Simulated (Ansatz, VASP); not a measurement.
# Cross-check of CrTeSe (1T-CrSeTe bilayer, AA) between VASP and Ansatz, part 2 of 2

Wanted: the spread between two codes on one cell, functional and k mesh. The structure shown is the start of the Ansatz relaxation below; VASP solves that cell, so the two are compared at the walk's first step.

VASP 6.6.1 and Ansatz 0.2.0.

So far: Starting point; Ansatz: relaxation, PBE with D3(BJ), DFT+U.

### 3. VASP: single point, PBE with D3(BJ), DFT+U, start cell

Level of this step: PBE with D3(BJ), DFT+U (Cr d 2 eV), spin-polarised from a ferromagnetic start; plane waves and PAW (Te, Cr_pv, Se) (VASP).

The same cell, functional, mesh and smearing now go to VASP, with its own data sets.

Lines of VASP's logs that name or quote its potential files are left out, and so is its time.

INCAR reads:

```
SYSTEM = CrTeSe
PREC = Accurate
ENCUT = 400
EDIFF = 1E-06
NELM = 200
ISMEAR = -1
SIGMA = 0.05
LREAL = .FALSE.
ALGO = Normal
GGA = PE
IVDW = 12
NBANDS = 36
ISPIN = 2
MAGMOM = -0.16 -0.19 2.89 2.89 -0.22 -0.23
LDAU = .TRUE.
LDAUTYPE = 2
LDAUL = -1 2 -1
LDAUU = 0 2 0
LDAUJ = 0 0 0
LDAUPRINT = 1
LASPH = .TRUE.
LMAXMIX = 4
LORBIT = 11
LWAVE = .FALSE.
LCHARG = .FALSE.
ISIF = 2
LDIPOL = .TRUE.
IDIPOL = 3
DIPOL = 0.5 0.5 0.501
LVHAR = .TRUE.
GGA_COMPAT = .FALSE.
NELMDL = -8
KPAR = 2
```

POSCAR reads:

```
CrTeSe
1.0
    3.4500000000      0.0000000000      0.0000000000
   -1.7250000000      2.9877880000      0.0000000000
    0.0000000000      0.0000000000     50.2233570000
Te Cr Se
2 2 2
Direct
    0.6666666109      0.3333332218      0.4041944070
    0.6666666109      0.3333332218      0.5318576773
    0.0000000000      0.0000000000      0.4390262483
    0.0000000000      0.0000000000      0.5666895186
    0.3333332218      0.6666664435      0.4681423028
    0.3333332218      0.6666664435      0.5958055930
```

KPOINTS reads:

```
Automatic mesh
0
Gamma
12 12 1
0 0 0
```

PAW data sets: Te, Cr_pv and Se (PBE family, release 64).

The run is started by

```bash
> mpirun -np 2 vasp_std
```

Numbers of over 12 decimals in the logs are rounded to 6 here.

The program printed:

```text
[banner, memory and clock lines left out]
running    2 mpi-ranks, on    1 nodes
 distrk:  each k-point on    1 cores,    2 groups
 distr:  one band on    1 cores,    1 groups

 POSCAR found type information on POSCAR TeCrSe
 POSCAR found :  3 types and       6 ions
 LDA part: xc-table for (Slater+PW92), standard interpolation
|                                                                             |
|           W    W    AA    RRRRR   N    N  II  N    N   GGGG   !!!           |
|           W    W   A  A   R    R  NN   N  II  NN   N  G    G  !!!           |
|           W    W  A    A  R    R  N N  N  II  N N  N  G       !!!           |
|           W WW W  AAAAAA  RRRRR   N  N N  II  N  N N  G  GGG   !            |
|           WW  WW  A    A  R   R   N   NN  II  N   NN  G    G                |
|           W    W  A    A  R    R  N    N  II  N    N   GGGG   !!!           |
|                                                                             |
|     One of the lattice vectors is very long (>50 A), but AMIN is rather     |
|     large. This can spoil convergence since charge sloshing might occur     |
|     along the long lattice vector. If problems with convergence are         |
|     observed, try to decrease AMIN to a smaller value (e.g. 0.01).          |
|     Note: This warning only applies if the self-consistency cycle is        |
|     used.                                                                   |
|                                                                             |

 POSCAR, INCAR and KPOINTS ok, starting setup
 FFT: planning ... GRIDC
 FFT: planning ... GRID_SOFT
 FFT: planning ... GRID
 WAVECAR not read
 entering main loop
       N       E                     dE             d eps       ncg     rms          rms(c)
DAV:   1     0.300851744646E+03    0.30085E+03   -0.18963E+04  3344   0.808E+02
DAV:   2    -0.377042364103E+01   -0.30462E+03   -0.29358E+03  3560   0.229E+02
DAV:   3    -0.319279443392E+02   -0.28158E+02   -0.27510E+02  3400   0.639E+01
DAV:   4    -0.328881819233E+02   -0.96024E+00   -0.95367E+00  3584   0.126E+01
DAV:   5    -0.329121234080E+02   -0.23941E-01   -0.23933E-01  3940   0.191E+00
DAV:   6    -0.329129841684E+02   -0.86076E-03   -0.86074E-03  4188   0.312E-01
DAV:   7    -0.329130015138E+02   -0.17345E-04   -0.17345E-04  4036   0.439E-02
DAV:   8    -0.329130021157E+02   -0.60193E-06   -0.60183E-06  3492   0.809E-03    0.219E+01
DAV:   9    -0.401468653032E+02   -0.72339E+01   -0.48738E+01  3096   0.572E+01    0.336E+01
DAV:  10    -0.307903069463E+02    0.93566E+01   -0.42206E+01  3244   0.600E+01    0.112E+01
DAV:  11    -0.361200012757E+02   -0.53297E+01   -0.49631E+01  3684   0.234E+01    0.263E+01
DAV:  12    -0.333716067218E+02    0.27484E+01   -0.56099E+01  3940   0.312E+01    0.166E+01
DAV:  13    -0.296797057855E+02    0.36919E+01   -0.14349E+01  3668   0.147E+01    0.659E+00
DAV:  14    -0.301893673992E+02   -0.50966E+00   -0.73390E-01  3236   0.384E+00    0.582E+00
[...]
DAV:  44    -0.310615825072E+02   -0.34660E-05   -0.10229E-07  1840   0.156E-03    0.990E-04
DAV:  45    -0.310615853964E+02   -0.28892E-05   -0.38026E-08  1836   0.709E-04    0.541E-04
DAV:  46    -0.310615894424E+02   -0.40460E-05   -0.38801E-08  1896   0.504E-04    0.519E-04
DAV:  47    -0.310615936678E+02   -0.42254E-05   -0.44884E-08  1916   0.527E-04    0.718E-04
DAV:  48    -0.310615966753E+02   -0.30075E-05   -0.28173E-08  1876   0.547E-04    0.541E-04
DAV:  49    -0.310615987797E+02   -0.21044E-05   -0.12729E-08  1820   0.309E-04    0.378E-04
DAV:  50    -0.310616006459E+02   -0.18662E-05   -0.96918E-09  1848   0.326E-04    0.286E-04
DAV:  51    -0.310616015961E+02   -0.95014E-06   -0.47620E-09  1768   0.223E-04
   1 F= -.33284443E+02 E0= -.33273801E+02  d E =-.212840E-01  mag=     5.1628
```

From OUTCAR (step 3):

```text
ion  position               nearest neighbor table
   1  0.667  0.333  0.404-   3 2.65   3 2.65   3 2.65
   2  0.667  0.333  0.532-   4 2.65   4 2.65   4 2.65
   3  0.000  0.000  0.439-   5 2.47   5 2.47   5 2.47   1 2.65   1 2.65   1 2.65
   4  0.000  0.000  0.567-   6 2.47   6 2.47   6 2.47   2 2.65   2 2.65   2 2.65
   5  0.333  0.667  0.468-   3 2.47   3 2.47   3 2.47
   6  0.333  0.667  0.596-   4 2.47   4 2.47   4 2.47

  LATTYP: Found a hexagonal cell.
 ALAT       =     3.4500000000
 C/A-ratio  =    14.5574947826

 Subroutine GETGRP returns: Found  6 space group operations
 (whereof  6 operations were pure point group operations)

The static configuration has the point symmetry C_3v.

 Found     19 irreducible k-points:

   k-points           NKPTS =     19   k-points in BZ     NKDIM =     19   number of bands    NBANDS=     36

   dimension x,y,z NGX =    24 NGY =   24 NGZ =  336
   dimension x,y,z NGXF=    48 NGYF=   48 NGZF=  672

   ENCUT  =  400.0 eV  29.40 Ry    5.42 a.u.   5.63  5.63 81.90*2*pi/ulx,y,z

   NELECT =      48.0000    total number of electrons

 k-points in reciprocal lattice and weights: Automatic mesh
   0.00000000  0.00000000  0.00000000       0.007
   0.08333333 -0.00000000  0.00000000       0.042
   0.16666667 -0.00000000  0.00000000       0.042
   0.25000000 -0.00000000  0.00000000       0.042
   0.33333333 -0.00000000  0.00000000       0.042
   0.41666667  0.00000000  0.00000000       0.042
   0.50000000 -0.00000000  0.00000000       0.021
   0.08333333  0.08333333  0.00000000       0.042
   0.16666667  0.08333333  0.00000000       0.083
[...]
0.33333333  0.25000000  0.00000000       0.083
   0.33333333  0.33333333  0.00000000       0.014

atom =   3  type =  2  l = 2

 onsite density matrix

spin component  1

  0.7508 -0.0000 -0.0000  0.1664 -0.0000
 -0.0000  0.5885  0.0000  0.0000  0.1664
 -0.0000  0.0000  0.8654  0.0000  0.0000
  0.1664  0.0000  0.0000  0.5885  0.0000
 -0.0000  0.1664  0.0000  0.0000  0.7508

spin component  2

  0.1075  0.0000  0.0000 -0.0916  0.0000
  0.0000  0.1952 -0.0000  0.0000 -0.0916
  0.0000 -0.0000  0.0534  0.0000  0.0000
 -0.0916  0.0000  0.0000  0.1952  0.0000
  0.0000 -0.0916  0.0000  0.0000  0.1075

 occupancies and eigenvectors

  o =  0.0498  v =  0.0000  0.0000  0.0000  0.0000  0.0000 -0.8459  0.0000  0.0000 -0.5333  0.0000      0.0000  0.0000  0.0000  0.0000  0.0000  0.0000  0.0000  0.0000  0.0000  0.0000
  o =  0.0498  v =  0.0000  0.0000  0.0000  0.0000  0.0000  0.0000  0.5333 -0.0000  0.0000  0.8459      0.0000  0.0000  0.0000  0.0000  0.0000  0.0000  0.0000  0.0000  0.0000  0.0000
  o =  0.0534  v =  0.0000  0.0000  0.0000  0.0000  0.0000  0.0000  0.0000  1.0000  0.0000  0.0000      0.0000  0.0000  0.0000  0.0000  0.0000  0.0000  0.0000  0.0000  0.0000  0.0000
  o =  0.2529  v =  0.0000  0.0000  0.0000  0.0000  0.0000  0.5333 -0.0000  0.0000 -0.8459  0.0000      0.0000  0.0000  0.0000  0.0000  0.0000  0.0000  0.0000  0.0000  0.0000  0.0000
  o =  0.2529  v =  0.0000  0.0000  0.0000  0.0000  0.0000 -0.0000 -0.8459  0.0000 -0.0000  0.5333      0.0000  0.0000  0.0000  0.0000  0.0000  0.0000  0.0000  0.0000  0.0000  0.0000
  o =  0.4845  v = -0.5300  0.0000  0.0000  0.8480 -0.0000  0.0000  0.0000  0.0000  0.0000  0.0000      0.0000  0.0000  0.0000  0.0000  0.0000  0.0000  0.0000  0.0000  0.0000  0.0000
  o =  0.4845  v =  0.0000  0.8480  0.0000 -0.0000 -0.5300  0.0000  0.0000  0.0000  0.0000  0.0000      0.0000  0.0000  0.0000  0.0000  0.0000  0.0000  0.0000  0.0000  0.0000  0.0000
  o =  0.8548  v =  0.8480  0.0000 -0.0000  0.5300  0.0000  0.0000  0.0000  0.0000  0.0000  0.0000      0.0000  0.0000  0.0000  0.0000  0.0000  0.0000  0.0000  0.0000  0.0000  0.0000
  o =  0.8548  v = -0.0000  0.5300 -0.0000 -0.0000  0.8480  0.0000  0.0000  0.0000  0.0000  0.0000      0.0000  0.0000  0.0000  0.0000  0.0000  0.0000  0.0000  0.0000  0.0000  0.0000
  o =  0.8654  v =  0.0000 -0.0000 -1.0000  0.0000 -0.0000  0.0000  0.0000  0.0000  0.0000  0.0000      0.0000  0.0000  0.0000  0.0000  0.0000  0.0000  0.0000  0.0000  0.0000  0.0000

atom =   4  type =  2  l = 2

 onsite density matrix

spin component  1

  0.7438  0.0000  0.0000  0.1624 -0.0000
  0.0000  0.5916  0.0000  0.0000  0.1624
  0.0000  0.0000  0.8678  0.0000  0.0000
  0.1624  0.0000  0.0000  0.5916  0.0000
 -0.0000  0.1624  0.0000  0.0000  0.7438

spin component  2

  0.1096  0.0000  0.0000 -0.0938 -0.0000
  0.0000  0.1962 -0.0000  0.0000 -0.0938
  0.0000 -0.0000  0.0515  0.0000  0.0000
 -0.0938  0.0000  0.0000  0.1962  0.0000
 -0.0000 -0.0938  0.0000  0.0000  0.1096

 occupancies and eigenvectors

[...]
o =  0.0515  v =  0.0000  0.0000  0.0000  0.0000  0.0000 -0.0000 -0.0000 -1.0000 -0.0000 -0.0000      0.0000  0.0000  0.0000  0.0000  0.0000  0.0000  0.0000  0.0000  0.0000  0.0000
  o =  0.2562  v =  0.0000  0.0000  0.0000  0.0000  0.0000 -0.5389 -0.0000  0.0000  0.8423  0.0000      0.0000  0.0000  0.0000  0.0000  0.0000  0.0000  0.0000  0.0000  0.0000  0.0000
  o =  0.2562  v =  0.0000  0.0000  0.0000  0.0000  0.0000  0.0000 -0.8423  0.0000 -0.0000  0.5389      0.0000  0.0000  0.0000  0.0000  0.0000  0.0000  0.0000  0.0000  0.0000  0.0000
  o =  0.4884  v = -0.5365  0.0000  0.0000  0.8439 -0.0000  0.0000  0.0000  0.0000  0.0000  0.0000      0.0000  0.0000  0.0000  0.0000  0.0000  0.0000  0.0000  0.0000  0.0000  0.0000
  o =  0.4884  v =  0.0000 -0.8439 -0.0000  0.0000  0.5365  0.0000  0.0000  0.0000  0.0000  0.0000      0.0000  0.0000  0.0000  0.0000  0.0000  0.0000  0.0000  0.0000  0.0000  0.0000
  o =  0.8470  v = -0.8439  0.0000 -0.0000 -0.5365  0.0000  0.0000  0.0000  0.0000  0.0000  0.0000      0.0000  0.0000  0.0000  0.0000  0.0000  0.0000  0.0000  0.0000  0.0000  0.0000
  o =  0.8470  v =  0.0000  0.5365 -0.0000  0.0000  0.8439  0.0000  0.0000  0.0000  0.0000  0.0000      0.0000  0.0000  0.0000  0.0000  0.0000  0.0000  0.0000  0.0000  0.0000  0.0000
  o =  0.8678  v =  0.0000 -0.0000 -1.0000  0.0000 -0.0000  0.0000  0.0000  0.0000  0.0000  0.0000      0.0000  0.0000  0.0000  0.0000  0.0000  0.0000  0.0000  0.0000  0.0000  0.0000

 dipolmoment           0.000000      0.000000      0.035613 electrons x Angstroem

 average (electrostatic) potential at core
       1 -96.5804       2 -96.5942       3 -78.3835       4 -78.3532       5 -60.2772
       6 -60.1904

 E-fermi :  -2.4218

 spin component 1
 k-point     1 :       0.0000    0.0000    0.0000
  band No.  band energies     occupation
    ...
     20      -3.9215      1.00000
     21      -3.8786      1.00000
     22      -3.8786      1.00000
     23      -3.3481      1.00000
     24      -2.6313      0.98507
     25      -0.7662      0.00000
     26      -0.7662      0.00000
     27      -0.6448      0.00000
     28      -0.6448      0.00000
     29       1.1171      0.00000
    ...

 k-point     2 :       0.0833   -0.0000    0.0000
  band No.  band energies     occupation
    ...
     20      -3.9637      1.00000
     21      -3.9461      1.00000
     22      -3.9144      1.00000
     23      -3.3349      1.00000
     24      -2.6085      0.97665
     25      -1.1835      0.00000
     26      -1.0895      0.00000
     27      -0.8621      0.00000
     28      -0.7290      0.00000
     29       0.4756      0.00000
    ...

 k-point     3 :       0.1667   -0.0000    0.0000
  band No.  band energies     occupation
    ...
     20      -4.1560      1.00000
     21      -4.1116      1.00000
     22      -3.9983      1.00000
     23      -3.3529      1.00000
     24      -2.7432      0.99839
     25      -2.0157      0.00030
     26      -1.8215      0.00001
     27      -1.1576      0.00000
     28      -1.0053      0.00000
     29      -0.4543      0.00000
    ...

 k-point     4 :       0.2500   -0.0000    0.0000
  band No.  band energies     occupation
    ...
     22      -4.1354      1.00000
     23      -3.5031      1.00000
     24      -3.1098      1.00000
     25      -2.6957      0.99584
     26      -2.4366      0.57313
     27      -1.6177      0.00000
     28      -1.4591      0.00000
     29      -0.8915      0.00000
     30      -0.3703      0.00000
     31       0.4263      0.00000
    ...

 k-point     5 :       0.3333   -0.0000    0.0000
  band No.  band energies     occupation
    ...
     22      -4.0174      1.00000
     23      -3.7939      1.00000
     24      -3.5467      1.00000
     25      -3.0329      1.00000
     26      -2.7270      0.99777
     27      -2.1378      0.00340
     28      -1.9855      0.00016
     29      -0.6748      0.00000
     30      -0.0949      0.00000
     31       0.2861      0.00000
    ...

 k-point     6 :       0.4167    0.0000    0.0000
  band No.  band energies     occupation
    ...
     24      -3.6867      1.00000
     25      -3.1538      1.00000
     26      -2.9560      0.99998
     27      -2.6190      0.98099
     28      -2.4741      0.73975
     29      -0.3522      0.00000
     30       0.0785      0.00000
     31       0.2115      0.00000
     32       0.4585      0.00000
     33       2.2862      0.00000
    ...

 Edisp (eV)   -2.22284

  Total      19.61410    19.61411    10.76760     0.00000     0.00000    -0.00000
  in kB      60.70219    60.70221    33.32383     0.00000     0.00000    -0.00000
  external pressure =       51.58 kB  Pullay stress =        0.00 kB

  energy-cutoff  :      400.00
  volume of cell :      517.70
      direct lattice vectors                 reciprocal lattice vectors
     3.450000000  0.000000000  0.000000000     0.289855072  0.167347884  0.000000000
    -1.725000000  2.987788000  0.000000000     0.000000000  0.334695768  0.000000000
     0.000000000  0.000000000 50.223357000     0.000000000  0.000000000  0.019911055

 POSITION                                       TOTAL-FORCE (eV/Angst)
 -----------------------------------------------------------------------------------
      1.72500      0.99593     20.30000        -0.000000     -0.000000     -2.216354
      1.72500      0.99593     26.71168         0.000000      0.000000     -2.502755
      0.00000      0.00000     22.04937         0.000000      0.000000      1.386622
      0.00000      0.00000     28.46105         0.000000      0.000000      1.324988
      0.00000      1.99186     23.51168         0.000000     -0.000000      0.852502
      0.00000      1.99186     29.92336        -0.000000      0.000000      1.154997
 -----------------------------------------------------------------------------------
    total drift:                                0.000000      0.000596      0.000595

  FREE ENERGIE OF THE ION-ELECTRON SYSTEM (eV)
  ---------------------------------------------------
  free  energy   TOTEN  =       -33.2844429416 eV

  energy  without entropy=      -33.2631589708  energy(sigma->0) =      -33.27380096

 vacuum level on the upper side and lower side of the slab         3.247         2.621

 total charge
# of ion       s       p       d       tot
------------------------------------------
    1        1.396   1.983   0.048   3.427
    2        1.402   1.969   0.051   3.421
    3        0.295   6.278   4.175  10.747
    4        0.296   6.278   4.173  10.748
    5        1.476   2.340   0.040   3.857
    6        1.476   2.332   0.039   3.847
--------------------------------------------------
tot          6.340  21.180   8.526  36.046

 magnetization (x)
# of ion       s       p       d       tot
------------------------------------------
    1       -0.006  -0.154   0.003  -0.157
    2       -0.005  -0.166   0.003  -0.169
    3        0.038   0.024   2.877   2.939
    4        0.038   0.023   2.867   2.928
    5       -0.005  -0.198   0.008  -0.195
    6       -0.006  -0.209   0.008  -0.208
--------------------------------------------------
tot          0.054  -0.681   5.766   5.138

[... 6 further parts left out ...]
```

### 4. Side by side

Known differences besides the potentials themselves: VASP starts from the moments at which Ansatz ended; U acts on the PAW sphere in VASP and on atomic orbitals in Ansatz, so only states and trends compare; Ansatz cuts the interaction across the vacuum, VASP repeats the sheet with a dipole correction; the data sets hold 92 valence electrons in Ansatz (on its default PAW (the set named soft_2) files) and 48 in VASP; the cutoff is 420 eV in Ansatz and 400 eV in VASP. Total energies have different zeros and are not compared.

Forces (eV/Å; atoms numbered as in POSCAR):

```tsv
atom	Ansatz x, y, z	VASP x, y, z
Te1	0.000, 0.000, -2.211	0.000, 0.000, -2.216
Te2	0.000, 0.000, -2.491	0.000, 0.000, -2.503
Cr3	0.000, 0.000, 1.397	0.000, 0.000, 1.387
Cr4	0.000, 0.000, 1.333	0.000, 0.000, 1.325
Se5	0.000, 0.000, 0.835	0.000, 0.000, 0.853
Se6	0.000, 0.000, 1.137	0.000, 0.000, 1.155
```

The forces differ by 7.2 meV/Å r.m.s., which is 0.7 % of the r.m.s. force of 0.969 eV/Å (both taken over all components). Moments aren't recorded for both runs of this pair, so they may hold unlike magnetic states. With vacuum in the cell, a pressure given here is an average over mostly empty space and none of the material.

### 5. Results

```json
{"r.m.s. force difference (single point, PBE with D3(BJ), DFT+U, start cell)": "0.74 % of the r.m.s. force"}
```

**Reading.** The r.m.s. force difference is 0.74 % of the r.m.s. force (single point, PBE with D3(BJ), DFT+U, start cell). The data sets hold unlike numbers of valence electrons (92 in Ansatz and 48 in VASP), so part of the differences comes from the potentials. How closely two codes agree says nothing of how well the functional describes the real material.

[Lines on the potential files, build, host, timing and source positions are cut from VASP's logs without a mark.]

[Logs are printed without paths, hosts, clocks, repeated set-up lines and the standing remarks that a program may print on its own settings, such as how far it seeks lower states.]

[Hosts, paths, dates, database ids (printed as entryN), source tags and the programs' standing remarks are cut or masked in the printed files.]
